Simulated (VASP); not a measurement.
Given:

```
Al2Pt
1.0
    0.00000     2.94588     2.90973
    2.98961     0.00000     2.90973
    2.98961     2.94588     0.00000
Al Pt
2 1
Direct
  0.25000   0.25000   0.25000
  0.75000   0.75000   0.75000
  0.98473   0.01527   0.01527
```

Computed with PBE GGA, VASP's PBE PAW potentials (set 64) (plane waves; VASP 6.6.1). Settings: 800 eV cut-off, 8×8×8 Γ-centred mesh, first-order Methfessel-Paxton smearing of 0.10 eV, potentials Al Pt.

Q: Which forces act on the atoms, in eV/Å?

A: 
```json
[
 {"atom": "Al1", "Fx": "0.417", "Fy": "0.000", "Fz": "0.000"},
 {"atom": "Al2", "Fx": "0.417", "Fy": "0.000", "Fz": "0.000"},
 {"atom": "Pt3", "Fx": "-0.835", "Fy": "0.000", "Fz": "0.000"}
]
```

Q: Give the stress tensor in GPa (positive for a compressed cell).

A: 
```
3.02  0.00  0.00
0.00  3.79  0.00
0.00  0.00  4.48
```
The pressure is its mean diagonal, 3.77 GPa.

The compound is PtAl2 in the fluorite structure. The cell was not relaxed at this level, atoms are displaced from their ideal sites. The run is one of a series of settings (ENCUT = 800 against the base run), some of them coarse on purpose.
